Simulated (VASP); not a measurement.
Computed with PBEsol GGA, VASP's PBE PAW potentials (set 64) (plane waves; VASP).

VASP ran on this input.

**POSCAR**
```
TiCo
1.0
  2.9273115350   0.0000000000   0.0000000000
  0.0000000000   2.9273115350   0.0000000000
  0.0000000000   0.0000000000   2.9273115350
Ti Co
1 1
Cart
  0.0000000000   0.0000000000   0.0000000000
  1.4636557675   1.4636557675   1.4636557675
```

INCAR:
```
# general
SYSTEM   =  TiCo
PREC     =  Accurate
ENCUT    =  500   # plane-wave cut-off (eV)
LREAL    =  .FALSE.
LASPH    =  .TRUE.   # aspherical one-centre terms

# electronic loop
EDIFF    =  1E-6   # SCF stop (eV)
NELM     =  100
ALGO     =  Normal
LMAXMIX  =  4   # l cut-off of mixed one-centre charges

# smearing
ISMEAR   =  1   # Methfessel-Paxton
SIGMA    =  0.1

# functional
GGA      =  PS

# ions
IBRION   =  2
NSW      =  40   # most ionic steps
ISIF     =  3   # ions, shape and volume
EDIFFG   =  -0.02   # ionic stop

# output
LWAVE    =  .FALSE.
LCHARG   =  .FALSE.
```

File KPOINTS:
```
K-points
0
gamma
 12 12 12
```

POTCAR, in this order: Ti_sv Co (PBE.64 set). Program: vasp_std.

Output of the run:

File OSZICAR:
```
       N       E                     dE             d eps       ncg     rms          rms(c)
DAV:   1     0.147398214784E+03    0.14740E+03   -0.10254E+04  2352   0.185E+03
DAV:   2    -0.104199667150E+02   -0.15782E+03   -0.15505E+03  2412   0.404E+02
DAV:   3    -0.191590363013E+02   -0.87391E+01   -0.86578E+01  3720   0.105E+02
DAV:   4    -0.193959815050E+02   -0.23695E+00   -0.23597E+00  2826   0.146E+01
DAV:   5    -0.194055533670E+02   -0.95719E-02   -0.95716E-02  3536   0.267E+00    0.149E+01
DAV:   6    -0.179921374116E+02    0.14134E+01   -0.18831E+01  2514   0.661E+01    0.974E+00
DAV:   7    -0.186902343185E+02   -0.69810E+00   -0.27317E+01  3744   0.553E+01    0.185E+01
DAV:   8    -0.168894614775E+02    0.18008E+01   -0.12305E+01  3484   0.355E+01    0.174E+00
DAV:   9    -0.169012328992E+02   -0.11771E-01   -0.38701E-01  3464   0.640E+00    0.185E+00
DAV:  10    -0.168895233934E+02    0.11710E-01   -0.79149E-02  3442   0.363E+00    0.485E-01
DAV:  11    -0.168878135494E+02    0.17098E-02   -0.93929E-03  3168   0.115E+00    0.242E-01
DAV:  12    -0.168874245973E+02    0.38895E-03   -0.18533E-03  3706   0.427E-01    0.526E-02
DAV:  13    -0.168873904082E+02    0.34189E-04   -0.89767E-05  2744   0.968E-02    0.325E-02
DAV:  14    -0.168873827932E+02    0.76150E-05   -0.42104E-05  3410   0.634E-02    0.415E-03
DAV:  15    -0.168873829119E+02   -0.11873E-06   -0.98464E-07  1500   0.129E-02
   1 F= -.16887383E+02 E0= -.16886898E+02  d E =-.168874E+02
       N       E                     dE             d eps       ncg     rms          rms(c)
DAV:   1    -0.168967721695E+02   -0.93894E-02   -0.19502E-01  2556   0.707E+00    0.897E-01
DAV:   2    -0.169218105905E+02   -0.25038E-01   -0.27738E-01  3168   0.660E+00    0.213E+00
DAV:   3    -0.168877262384E+02    0.34084E-01   -0.21544E-01  3442   0.529E+00    0.288E-01
DAV:   4    -0.168872716079E+02    0.45463E-03   -0.31383E-03  2754   0.520E-01    0.143E-01
DAV:   5    -0.168872655966E+02    0.60114E-05   -0.85138E-04  3276   0.201E-01    0.648E-02
DAV:   6    -0.168873433249E+02   -0.77728E-04   -0.13463E-04  3124   0.118E-01    0.718E-02
DAV:   7    -0.168873417046E+02    0.16202E-05   -0.19709E-04  3556   0.134E-01    0.933E-03
DAV:   8    -0.168873418204E+02   -0.11578E-06   -0.69046E-06  2916   0.263E-02
   2 F= -.16887342E+02 E0= -.16886849E+02  d E =0.410915E-04
       N       E                     dE             d eps       ncg     rms          rms(c)
DAV:   1    -0.168905644693E+02   -0.32228E-02   -0.64195E-02  2550   0.404E+00    0.513E-01
DAV:   2    -0.168984338273E+02   -0.78694E-02   -0.89281E-02  3172   0.376E+00    0.118E+00
DAV:   3    -0.168876263017E+02    0.10808E-01   -0.66986E-02  3452   0.299E+00    0.175E-01
DAV:   4    -0.168874449327E+02    0.18137E-03   -0.11141E-03  2978   0.314E-01    0.763E-02
DAV:   5    -0.168874508131E+02   -0.58804E-05   -0.21954E-04  3230   0.953E-02    0.383E-02
DAV:   6    -0.168874781360E+02   -0.27323E-04   -0.51429E-05  3150   0.567E-02    0.351E-02
DAV:   7    -0.168874790951E+02   -0.95912E-06   -0.45471E-05  3532   0.667E-02    0.417E-03
DAV:   8    -0.168874792599E+02   -0.16473E-06   -0.11639E-06  1524   0.111E-02
   3 F= -.16887479E+02 E0= -.16886991E+02  d E =-.963480E-04
```

**OUTCAR**
```
------------------------ aborting loop because EDIFF is reached ----------------------------------------
  FORCE on cell =-STRESS in cart. coord.  units (eV):
  Direction    XX          YY          ZZ          XY          YZ          ZX
  --------------------------------------------------------------------------------------
  Total       -0.0038094     -0.0038094     -0.0038094      0.0000000      0.0000000      0.0000000
  in kB       -0.2427346     -0.2427346     -0.2427346      0.0000000      0.0000000      0.0000000
  external PRESSURE =      -0.2427346 kB  Pullay stress =       0.0000000 kB
  volume of cell :       25.14
      direct lattice vectors                 reciprocal lattice vectors
     2.929613206  0.000000000 -0.000000000     0.341341989 -0.000000000 -0.000000000
     0.000000000  2.929613206 -0.000000000    -0.000000000  0.341341989 -0.000000000
     0.000000000  0.000000000  2.929613206     0.000000000  0.000000000  0.341341989
 POSITION                                       TOTAL-FORCE (eV/Angst)
 -----------------------------------------------------------------------------------
      0.00000      0.00000      0.00000        -0.000000     -0.000000      0.000000
      1.46481      1.46481      1.46481         0.000000      0.000000      0.000000
 -----------------------------------------------------------------------------------
    total drift:                                0.000000      0.000000     -0.000000
  FREE ENERGIE OF THE ION-ELECTRON SYSTEM (eV)
  ---------------------------------------------------
  free  energy   TOTEN  =       -16.8874792599 eV

  energy  without entropy=      -16.8860139007  energy(sigma->0) =      -16.88699081

 reached required accuracy - stopping structural energy minimisation
```
(Selected blocks of OUTCAR.)

File CONTCAR:
```
TiCo
   1.00000000000000
     2.9296132059629398    0.0000000000000000   -0.0000000000000000
     0.0000000000000000    2.9296132059629398   -0.0000000000000000
     0.0000000000000000    0.0000000000000000    2.9296132059629398
  Ti              Co
     1     1
Direct
     0.0000000000000000    0.0000000000000000    0.0000000000000000
     0.5000000000000000    0.5000000000000000    0.5000000000000000
```

The compound is TiCo in the CsCl type structure. This run relaxes it. Symmetry was kept, so distortions that lower it aren't found. The run is not spin-polarised, so no magnetic state was tried. The electron count is odd and the run is not spin-polarised, which forces a metal.
